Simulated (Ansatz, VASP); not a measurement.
## BiW2N4 in VASP and in Ansatz

```
CELL_PARAMETERS angstrom
-2.75353 2.75353 2.71959
2.75353 -2.75353 2.71959
2.75353 2.75353 -2.71959
ATOMIC_POSITIONS crystal
Bi 0.00000 0.00000 0.00000
W 0.75000 0.25000 0.50000
W 0.25000 0.75000 0.50000
N 0.27503 0.27503 0.55007
N 0.27503 0.72497 0.00000
N 0.72497 0.72497 0.44993
N 0.72497 0.27503 0.00000
```

Alike in both runs: functional PBE; k mesh 4 × 4 × 4; occupations gaussian, width 0.1 eV; no spin polarisation.

Ansatz relaxed the structure, and its values are those at the end. VASP's run is a single point on that final structure, the one shown.

|  | VASP | Ansatz |
| --- | --- | --- |
| version | VASP 6.6.1 | Ansatz 0.2.0 |
| potentials or method | VASP PAW PBE potentials, release 64 (Bi_d, W_sv, N) | scalar-relativistic, plane waves, PAW |
| plane-wave cutoff (eV) | 520 | 420 |
| valence electrons in the cell | 63 | 63 |

Ansatz gave:

* gap on the k mesh at the Fermi level (eV): none
* pressure (GPa): 0.1
* rms of the force components (eV/Å): 0.002

Task: What did VASP give for the same quantities?

Result: gap on the k mesh at the Fermi level (eV): none; pressure (GPa): 0.7; rms of the force components (eV/Å): 0.018.

A gap of «none» marks a metal or a gap that the smearing closes.

Caveats: the k mesh is coarse (spacing up to 0.41 Å⁻¹), so the values aren't converged; spin-orbit coupling is left out, which moves the levels of the heavy elements.
